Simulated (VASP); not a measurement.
An input for Ansatz (written as the equivalent of a VASP run, and not itself run):

Ansatz 0.2 input:
```yaml
crystal:
  lattice:
    - [0.0000000, 2.7488955, 2.7488955]
    - [2.7488955, 0.0000000, 2.7488955]
    - [2.7488955, 2.7488955, 0.0000000]
  atoms:
    - { symbol: Na, position: [0.2500000, 0.2500000, 0.2500000] }
    - { symbol: Na, position: [0.7500000, 0.7500000, 0.7500000] }
    - { symbol: S, position: [1.0000000, 1.0000000, 0.0000000] }
kpoints:
  mp_grid: { grid: [7, 7, 7] }
hamiltonian:
  xc: pbesol
  pseudopotentials: { kind: paw }
scf:
  occupations: { method: gaussian, width: 0.05 }
  max_iter: 100
relax:
  max_steps: 40
  f_tol: 0.02
  cell: { p_target: 45 }
output: { forces: true, stress: true, eigenvalues: true }
```

Translate this input to VASP (INCAR, KPOINTS, POSCAR, choice of POTCAR).

This is not unique; one that fits is 
KPOINTS:
```
Automatic mesh
0
Gamma
7 7 7
0 0 0
```

**INCAR**
```
ALGO  =  Normal
EDIFF  =  1E-6
EDIFFG  =  -0.02
ENCUT  =  500
GGA  =  PS
IBRION  =  2
ISIF  =  3
ISMEAR  =  0
LASPH  =  .True.
LCHARG  =  .False.
LREAL  =  .False.
LWAVE  =  .False.
NELM  =  100
NSW  =  40
PREC  =  Accurate
PSTRESS  =  450
SIGMA  =  0.05
SYSTEM  =  Na2S
```

POSCAR:
```
Na2S
1
   -0.0000000000     2.7488954994     2.7488954994
    2.7488954994     0.0000000000     2.7488954994
    2.7488954994     2.7488954994     0.0000000000
Na S
2 1
Direct
  0.2500000000   0.2500000000   0.2500000000
  0.7500000000   0.7500000000   0.7500000000
  1.0000000000   1.0000000000   0.0000000000
```

POTCAR, in this order: Na_pv S (PBE.64 set). Program: vasp_std.

The two are equivalent in intent, not identical: each code has its own PAW files, so the cut-off isn't converted (ENCUT is set for VASP's; basis.ecutwfc is left out, and Ansatz then takes the one that its files recommend); Ansatz stops its SCF on the density residual and VASP on the energy change (EDIFF).

The compound is Na2S in the antifluorite structure. It was relaxed first under an external pressure of 45 GPa.
